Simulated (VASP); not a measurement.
## Vibrations of InSb: a test of the settings

How far do the zone-centre frequencies of InSb depend on the numerical settings? The starting structure is a measured crystal structure from the Crystallography Open Database.

Main program and level: VASP 6.6.1; Kohn-Sham DFT with plane waves and PAW; LDA.

### Step 1. Starting point

It takes space group F-43m (No. 216, cubic). Conventional cell: a = 6.478 Å, b = 6.478 Å, c = 6.478 Å, α = 90.00°, β = 90.00°, γ = 90.00°. Nearest to Sb lie 4 In at 2.81 Å. Nearest to In lie 4 Sb at 2.81 Å. Farther neighbours are not listed.

Structure file:

```
Sb In
1.0
     0.00000    3.23910    3.23910
     3.23910    0.00000    3.23910
     3.23910    3.23910    0.00000
Sb In
1 1
Direct
  0.75000 0.75000 0.75000
  0.00000 0.00000 0.00000
```

### Step 2. Reference modes

The cell comes from a relaxation at this level, not shown (67.25 Å³).

Input file INCAR:

```
SYSTEM = InSb
PREC = Accurate
ENCUT = 450
EDIFF = 1E-08
NELM = 100
ISMEAR = 1
SIGMA = 0.15
LREAL = .FALSE.
ALGO = Normal
GGA = CA
NBANDS = 15
LORBIT = 11
LWAVE = .FALSE.
LCHARG = .FALSE.
KPAR = 2
IBRION = 8
ISIF = 2
```

Input file POSCAR:

```
InSb
1.0
    0.0000000000      3.2276160253      3.2276160253
    3.2276160253      0.0000000000      3.2276160253
    3.2276160253      3.2276160253      0.0000000000
Sb In
1 1
Direct
    0.7500000000      0.7500000000      0.7500000000
    0.0000000000      0.0000000000      0.0000000000
```

Input file KPOINTS:

```
Automatic mesh
0
Gamma
10 10 10
0 0 0
```

PAW data sets: Sb and In_d (LDA family, release 64).

On the command line:

```
$ mpirun -np 2 vasp_std
```

What it wrote:

```text
[banner, memory and clock lines left out]
running    2 mpi-ranks, on    1 nodes
 distrk:  each k-point on    1 cores,    2 groups
 distr:  one band on    1 cores,    1 groups

 POSCAR found type information on POSCAR SbIn
 POSCAR found :  2 types and       2 ions
 LDA part: xc-table for (Slater(with rela. corr.)+CA(PZ))
 , standard interpolation
 POSCAR, INCAR and KPOINTS ok, starting setup
 FFT: planning ... GRIDC
 FFT: planning ... GRID_SOFT
 FFT: planning ... GRID
 WAVECAR not read
 entering main loop
       N       E                     dE             d eps       ncg     rms          rms(c)
DAV:   1     0.109957387129E+03    0.10996E+03   -0.73844E+03  1410   0.109E+03
DAV:   2    -0.149336584725E+01   -0.11145E+03   -0.10856E+03  1557   0.272E+02
DAV:   3    -0.817384473128E+01   -0.66805E+01   -0.66462E+01  1823   0.729E+01
DAV:   4    -0.836545977043E+01   -0.19162E+00   -0.19157E+00  1710   0.149E+01
DAV:   5    -0.837588291261E+01   -0.10423E-01   -0.10423E-01  2142   0.274E+00    0.439E+00
DAV:   6    -0.824838965965E+01    0.12749E+00   -0.15931E-01  2029   0.654E+00    0.248E+00
DAV:   7    -0.821735981928E+01    0.31030E-01   -0.69923E-02  1923   0.258E+00    0.546E-01
DAV:   8    -0.821564861259E+01    0.17112E-02   -0.71797E-03  1925   0.104E+00    0.312E-01
DAV:   9    -0.821573277368E+01   -0.84161E-04   -0.61846E-04  1725   0.234E-01    0.768E-02
DAV:  10    -0.821572261542E+01    0.10158E-04   -0.35890E-05  1785   0.458E-02    0.334E-02
DAV:  11    -0.821572645628E+01   -0.38409E-05   -0.95805E-06  1676   0.413E-02    0.212E-02
DAV:  12    -0.821572631537E+01    0.14091E-06   -0.67013E-07  2006   0.954E-03    0.537E-03
DAV:  13    -0.821572632360E+01   -0.82221E-08   -0.10563E-07  1648   0.332E-03    0.236E-03
DAV:  14    -0.821572631973E+01    0.38613E-08   -0.80540E-09  1524   0.109E-03
   1 F= -.82157263E+01 E0= -.82158256E+01  d E =0.297856E-03
 Linear response reoptimize wavefunctions to high precision
DAV:   1    -0.821572631992E+01   -0.18554E-09   -0.20967E-09  1497   0.319E-04
DAV:   2    -0.821572631993E+01   -0.79581E-11   -0.13598E-10   992   0.109E-04
 Linear response DOF=           2
 Linear response progress:
  Degree of freedom:   1/  2
       N       E                     dE             d eps       ncg     rms          rms(c)
RMM:   1    -0.291672904396E-01   -0.29167E-01    0.27547E-02  9432   0.149E+00
RMM:   2    -0.274398538198E-01    0.17274E-02   -0.11021E-04  8491   0.542E-01    0.869E-02
RMM:   3    -0.277992358608E-01   -0.35938E-03   -0.10869E-03  9455   0.185E-01    0.386E-02
RMM:   4    -0.278454730520E-01   -0.46237E-04   -0.86834E-05  9672   0.644E-02    0.108E-02
RMM:   5    -0.278632520613E-01   -0.17779E-04   -0.14084E-05  9595   0.255E-02    0.461E-03
RMM:   6    -0.278569061935E-01    0.63459E-05   -0.13872E-06  9838   0.726E-03    0.174E-03
RMM:   7    -0.278540538550E-01    0.28523E-05   -0.74642E-08 10001   0.279E-03    0.690E-04
RMM:   8    -0.278541326397E-01   -0.78785E-07   -0.24515E-08 10270   0.923E-04    0.326E-04
RMM:   9    -0.278543958354E-01   -0.26320E-06   -0.52778E-08 10542   0.407E-04    0.454E-05
RMM:  10    -0.278543470844E-01    0.48751E-07   -0.77696E-10 10272   0.147E-04    0.377E-05
RMM:  11    -0.278543507061E-01   -0.36217E-08   -0.13796E-08 10944   0.654E-05    0.107E-05
 first order change of Fermi-energy   0.28482E-03
 force on displaced ion       1 direction 1 :  -6.805  -0.000  -0.000
 Linear response progress:
  Degree of freedom:   2/  2
       N       E                     dE             d eps       ncg     rms          rms(c)
RMM:   1    -0.236926904734E+00   -0.23693E+00   -0.11875E-01  6915   0.470E+00
RMM:   2    -0.239226201437E+00   -0.22993E-02   -0.11377E-02  8647   0.958E-01    0.711E-02
RMM:   3    -0.239192548353E+00    0.33653E-04   -0.13030E-03  9461   0.300E-01    0.351E-02
RMM:   4    -0.239053593940E+00    0.13895E-03   -0.13190E-04  9658   0.937E-02    0.179E-02
RMM:   5    -0.239013626901E+00    0.39967E-04    0.45143E-06 10197   0.370E-02    0.648E-03
RMM:   6    -0.239019407933E+00   -0.57810E-05    0.67416E-07 10204   0.116E-02    0.206E-03
RMM:   7    -0.239028449864E+00   -0.90419E-05   -0.52200E-06 10134   0.365E-03    0.732E-04
RMM:   8    -0.239026217729E+00    0.22321E-05    0.52549E-06 10253   0.152E-03    0.425E-04
RMM:   9    -0.239026020513E+00    0.19722E-06   -0.32308E-06 10389   0.619E-04    0.135E-04
RMM:  10    -0.239025431967E+00    0.58855E-06   -0.10109E-06 10300   0.287E-04    0.356E-05
RMM:  11    -0.239025472841E+00   -0.40874E-07   -0.65650E-07 10536   0.137E-04    0.170E-05
RMM:  12    -0.239025409538E+00    0.63304E-07   -0.27698E-08 10873   0.706E-05    0.243E-06
RMM:  13    -0.239025400537E+00    0.90009E-08   -0.84709E-08 10594   0.385E-05    0.497E-06
 first order change of Fermi-energy  -0.31403E-04
 force on displaced ion       2 direction 1 :  -6.833   0.000   0.000
 Linear response finished
```

It took 4 min on 2 MPI ranks of AMD EPYC 7R43, shared host; peak memory 0.78 GiB.

Lines that name or quote the potential files are left out of all logs, and their timing lines are given in words.

OUTCAR, selected parts (step 2):

```text
ion  position               nearest neighbor table
   1  0.750  0.750  0.750-   2 2.80   2 2.80   2 2.80   2 2.80
   2  0.000  0.000  0.000-   1 2.80   1 2.80   1 2.80   1 2.80

  LATTYP: Found a face centered cubic cell.
 ALAT       =     6.4552320506

 Subroutine GETGRP returns: Found 24 space group operations
 (whereof 24 operations were pure point group operations)

The static configuration has the point symmetry T_d .

 Found     47 irreducible k-points:

   k-points           NKPTS =     47   k-points in BZ     NKDIM =     47   number of bands    NBANDS=     15

   dimension x,y,z NGX =    32 NGY =   32 NGZ =   32
   dimension x,y,z NGXF=    64 NGYF=   64 NGZF=   64

   ENCUT  =  450.0 eV  33.07 Ry    5.75 a.u.   7.90  7.90  7.90*2*pi/ulx,y,z

   NELECT =      18.0000    total number of electrons

 k-points in reciprocal lattice and weights: Automatic mesh
   0.00000000  0.00000000  0.00000000       0.001
   0.10000000  0.00000000  0.00000000       0.008
   0.20000000  0.00000000  0.00000000       0.008
   0.30000000  0.00000000  0.00000000       0.008
   0.40000000  0.00000000  0.00000000       0.008
   0.50000000  0.00000000  0.00000000       0.004
   0.10000000  0.10000000  0.00000000       0.006
   0.20000000  0.10000000  0.00000000       0.024
   0.30000000  0.10000000  0.00000000       0.024
[...]
-0.30000000  0.40000000  0.20000000       0.024
  -0.30000000  0.50000000  0.20000000       0.012

 average (electrostatic) potential at core
       1 -88.1823       2 -95.7181

  Total        0.0003728      0.0003728      0.0003728      0.0000000      0.0000000     -0.0000000
  in kB        0.0088831      0.0088831      0.0088831      0.0000000      0.0000000     -0.0000000
  external PRESSURE =       0.0088831 kB  Pullay stress =       0.0000000 kB

  energy-cutoff  :      450.00
  volume of cell :       67.25
      direct lattice vectors                 reciprocal lattice vectors
     0.000000000  3.227616025  3.227616025    -0.154913099  0.154913099  0.154913099
     3.227616025  0.000000000  3.227616025     0.154913099 -0.154913099  0.154913099
     3.227616025  3.227616025  0.000000000     0.154913099  0.154913099 -0.154913099

 POSITION                                       TOTAL-FORCE (eV/Angst)
 -----------------------------------------------------------------------------------
      4.84142      4.84142      4.84142         0.000000      0.000000      0.000000
      0.00000      0.00000      0.00000        -0.000000     -0.000000     -0.000000
 -----------------------------------------------------------------------------------
    total drift:                                0.000000      0.000000      0.000000

 Eigenvectors and eigenvalues of the dynamical matrix
 ----------------------------------------------------

   1 f  =    5.310865 THz    33.369151 2PiTHz  177.151396 cm-1    21.963964 meV
             X         Y         Z           dx          dy          dz
      4.841424  4.841424  4.841424     0.000000    0.695932    0.000000
      0.000000  0.000000  0.000000     0.000000   -0.718108    0.000000

   2 f  =    5.310865 THz    33.369151 2PiTHz  177.151396 cm-1    21.963964 meV
             X         Y         Z           dx          dy          dz
      4.841424  4.841424  4.841424    -0.695932    0.000000    0.000000
      0.000000  0.000000  0.000000     0.718108    0.000000    0.000000

   3 f  =    5.310865 THz    33.369151 2PiTHz  177.151396 cm-1    21.963964 meV
             X         Y         Z           dx          dy          dz
      4.841424  4.841424  4.841424     0.000000    0.000000   -0.695932
      0.000000  0.000000  0.000000     0.000000    0.000000    0.718108

   4 f/i=    0.005481 THz     0.034441 2PiTHz    0.182841 cm-1     0.022669 meV
             X         Y         Z           dx          dy          dz
      4.841424  4.841424  4.841424     0.718108    0.000000    0.000000
      0.000000  0.000000  0.000000     0.695932    0.000000    0.000000

   5 f/i=    0.005481 THz     0.034441 2PiTHz    0.182841 cm-1     0.022669 meV
             X         Y         Z           dx          dy          dz
      4.841424  4.841424  4.841424     0.000000   -0.718108    0.000000
      0.000000  0.000000  0.000000     0.000000   -0.695932    0.000000

   6 f/i=    0.005481 THz     0.034441 2PiTHz    0.182841 cm-1     0.022669 meV
             X         Y         Z           dx          dy          dz
      4.841424  4.841424  4.841424     0.000000    0.000000    0.718108
      0.000000  0.000000  0.000000     0.000000    0.000000    0.695932

 ELASTIC MODULI CONTR FROM IONIC RELAXATION (kBar)
 Direction    XX          YY          ZZ          XY          YZ          ZX
 --------------------------------------------------------------------------------
 XX          -0.0000      0.0000      0.0000     -0.0000      0.0000      0.0000
 YY           0.0000     -0.0000     -0.0000     -0.0000     -0.0000      0.0000
 ZZ           0.0000     -0.0000     -0.0000      0.0000     -0.0000      0.0000
 XY          -0.0000     -0.0000      0.0000   -190.7869     -0.0000     -0.0000
 YZ           0.0000     -0.0000     -0.0000     -0.0000   -190.7869     -0.0000
 ZX           0.0000      0.0000      0.0000     -0.0000     -0.0000   -190.7869
 --------------------------------------------------------------------------------
```

Energies printed during the response cycles are not total energies of the cell.

Reference: the zone-centre mode is T2 177.2 cm⁻¹.

### Step 3. Modes with a 5×5×5 mesh

Against step 2 the input has a 5×5×5 mesh.

INCAR is that of step 2.

POSCAR is that of step 2.

Input file KPOINTS:

```
Automatic mesh
0
Gamma
5 5 5
0 0 0
```

On the command line:

```
$ mpirun -np 2 vasp_std
```

What it wrote:

```text
[... set-up lines as in an earlier step ...]
 entering main loop
       N       E                     dE             d eps       ncg     rms          rms(c)
DAV:   1     0.107369539930E+03    0.10737E+03   -0.72356E+03   300   0.107E+03
DAV:   2    -0.135638295748E+01   -0.10873E+03   -0.10563E+03   335   0.272E+02
DAV:   3    -0.812291303216E+01   -0.67665E+01   -0.67098E+01   391   0.719E+01
DAV:   4    -0.831676433667E+01   -0.19385E+00   -0.19375E+00   401   0.148E+01
[...]
DAV:  12    -0.815805131891E+01    0.26574E-06   -0.10062E-06   419   0.117E-02    0.601E-03
DAV:  13    -0.815805133331E+01   -0.14403E-07   -0.15552E-07   363   0.371E-03    0.295E-03
DAV:  14    -0.815805132383E+01    0.94819E-08   -0.21048E-08   340   0.169E-03
   1 F= -.81580513E+01 E0= -.81577608E+01  d E =-.871717E-03
 Linear response reoptimize wavefunctions to high precision
DAV:   1    -0.815805132405E+01   -0.21964E-09   -0.34877E-09   383   0.376E-04
DAV:   2    -0.815805132408E+01   -0.35016E-10   -0.70741E-11   192   0.730E-05
 Linear response DOF=           2
 Linear response progress:
[...]
RMM:  12    -0.279724172759E-01    0.10980E-07   -0.47137E-09  1655   0.243E-05    0.102E-05
RMM:  13    -0.279724301354E-01   -0.12860E-07   -0.20274E-09  1615   0.116E-05    0.590E-06
RMM:  14    -0.279724202480E-01    0.98874E-08   -0.13304E-09  1040   0.428E-06    0.250E-06
 first order change of Fermi-energy   0.33814E-03
 force on displaced ion       1 direction 1 :  -6.338  -0.000  -0.000
 Linear response progress:
  Degree of freedom:   2/  2
       N       E                     dE             d eps       ncg     rms          rms(c)
RMM:   1    -0.236880423198E+00   -0.23688E+00   -0.11669E-01  1090   0.471E+00
RMM:   2    -0.239198198285E+00   -0.23178E-02   -0.11315E-02  1362   0.959E-01    0.740E-02
RMM:   3    -0.239189918939E+00    0.82793E-05   -0.13066E-03  1475   0.305E-01    0.361E-02
RMM:   4    -0.239077109990E+00    0.11281E-03   -0.15013E-04  1521   0.949E-02    0.191E-02
[...]
RMM:  11    -0.239052269237E+00    0.68549E-08    0.62939E-07  1627   0.101E-04    0.614E-06
RMM:  12    -0.239052280049E+00   -0.10813E-07   -0.23760E-07  1662   0.477E-05    0.700E-06
RMM:  13    -0.239052283327E+00   -0.32776E-08    0.15623E-08  1724   0.225E-05    0.221E-06
 first order change of Fermi-energy  -0.74797E-04
 force on displaced ion       2 direction 1 :  -6.368  -0.000  -0.000
 Linear response finished
```

Run time: 47 s. Hardware: 2 MPI ranks; peak memory 0.37 GiB.

OUTCAR, selected parts (step 3):

```text
  Total        0.0798500      0.0798500      0.0798500     -0.0000000      0.0000000     -0.0000000
  in kB        1.9024352      1.9024352      1.9024352     -0.0000000      0.0000000     -0.0000000
  external PRESSURE =       1.9024352 kB  Pullay stress =       0.0000000 kB

 POSITION                                       TOTAL-FORCE (eV/Angst)
 -----------------------------------------------------------------------------------
      4.84142      4.84142      4.84142        -0.000000     -0.000000     -0.000000
      0.00000      0.00000      0.00000         0.000000      0.000000      0.000000
 -----------------------------------------------------------------------------------
    total drift:                                0.000000      0.000000      0.000000

[... 1 part as in an earlier step ...]

[... 1 further part left out ...]
```

With a 5×5×5 mesh the mode is T2 171.0 cm⁻¹, -6.2 cm⁻¹ from the reference.

### Step 4. Modes with a cutoff of 240 eV

Against step 2 the input has ENCUT = 240.

Changes to INCAR since step 3:

```diff
@@ -2,3 +2,3 @@
 PREC = Accurate
-ENCUT = 450
+ENCUT = 240
 EDIFF = 1E-08
```

POSCAR is that of step 3.

Input file KPOINTS:

```
Automatic mesh
0
Gamma
10 10 10
0 0 0
```

On the command line:

```
$ mpirun -np 2 vasp_std
```

What it wrote:

```text
[... set-up lines as in an earlier step ...]
 entering main loop
       N       E                     dE             d eps       ncg     rms          rms(c)
DAV:   1     0.867966971167E+02    0.86797E+02   -0.53176E+03  1418   0.672E+02
DAV:   2    -0.385050893685E+01   -0.90647E+02   -0.88704E+02  1620   0.216E+02
DAV:   3    -0.828452840935E+01   -0.44340E+01   -0.44265E+01  1774   0.541E+01
DAV:   4    -0.837042831769E+01   -0.85900E-01   -0.85892E-01  1874   0.874E+00
[...]
DAV:  12    -0.821337947373E+01    0.21148E-06   -0.65946E-07  1851   0.944E-03    0.541E-03
DAV:  13    -0.821337948370E+01   -0.99653E-08   -0.12439E-07  1753   0.305E-03    0.252E-03
DAV:  14    -0.821337947620E+01    0.74976E-08   -0.14857E-08  1325   0.110E-03
   1 F= -.82133795E+01 E0= -.82134790E+01  d E =0.298540E-03
 Linear response reoptimize wavefunctions to high precision
DAV:   1    -0.821337947563E+01    0.56434E-09   -0.35643E-09  1808   0.322E-04
DAV:   2    -0.821337947565E+01   -0.19099E-10   -0.54491E-11   936   0.572E-05
 Linear response DOF=           2
 Linear response progress:
[...]
RMM:  10    -0.276844451737E-01    0.28769E-07    0.44733E-09 10095   0.872E-05    0.295E-05
RMM:  11    -0.276844607348E-01   -0.15561E-07   -0.76003E-09 10239   0.334E-05    0.261E-06
RMM:  12    -0.276844536730E-01    0.70617E-08   -0.46190E-10  9547   0.136E-05    0.478E-06
 first order change of Fermi-energy   0.28719E-03
 force on displaced ion       1 direction 1 :  -6.813   0.000   0.000
 Linear response progress:
  Degree of freedom:   2/  2
       N       E                     dE             d eps       ncg     rms          rms(c)
RMM:   1    -0.235039364100E+00   -0.23504E+00   -0.13700E-01  6952   0.453E+00
RMM:   2    -0.236575749884E+00   -0.15364E-02   -0.64568E-03  7928   0.697E-01    0.808E-02
RMM:   3    -0.236397843672E+00    0.17791E-03   -0.96891E-04  9243   0.275E-01    0.364E-02
RMM:   4    -0.236307254430E+00    0.90589E-04   -0.65327E-05  9387   0.672E-02    0.234E-02
[...]
RMM:  13    -0.236258492824E+00    0.80394E-08    0.13579E-07 10500   0.326E-05    0.821E-06
RMM:  14    -0.236258540712E+00   -0.47889E-07    0.12016E-07 10024   0.159E-05    0.388E-06
RMM:  15    -0.236258547691E+00   -0.69786E-08    0.14851E-08  9635   0.116E-05    0.157E-06
 first order change of Fermi-energy  -0.24055E-04
 force on displaced ion       2 direction 1 :  -6.703   0.000   0.000
 Linear response finished
```

Run time: 1.8 min. Hardware: 2 MPI ranks; peak memory 0.41 GiB; 3.6 min of CPU time.

From OUTCAR (step 4):

```text
  Total       -0.1760807     -0.1760807     -0.1760807      0.0000000      0.0000000      0.0000000
  in kB       -4.1951420     -4.1951420     -4.1951420      0.0000000      0.0000000      0.0000000
  external PRESSURE =      -4.1951420 kB  Pullay stress =       0.0000000 kB

 POSITION                                       TOTAL-FORCE (eV/Angst)
 -----------------------------------------------------------------------------------
      4.84142      4.84142      4.84142         0.000000      0.000000      0.000000
      0.00000      0.00000      0.00000        -0.000000     -0.000000     -0.000000
 -----------------------------------------------------------------------------------
    total drift:                               -0.000001     -0.000001      0.000000

[... 1 part as in an earlier step ...]

[... 1 further part left out ...]
```

With a cutoff of 240 eV the mode is T2 176.3 cm⁻¹, -0.9 cm⁻¹ from the reference.

(Continued in part 2 of 2.)

[Lines on the potential files, build, host, timing and source positions are cut from VASP's logs without a mark.]

[Logs are printed without paths, hosts, clocks, repeated set-up lines and the standing remarks that a program may print on its own settings, such as how far it seeks lower states.]

[Hosts, paths, dates, database ids (printed as entryN), source tags and the programs' standing remarks are cut or masked in the printed files.]
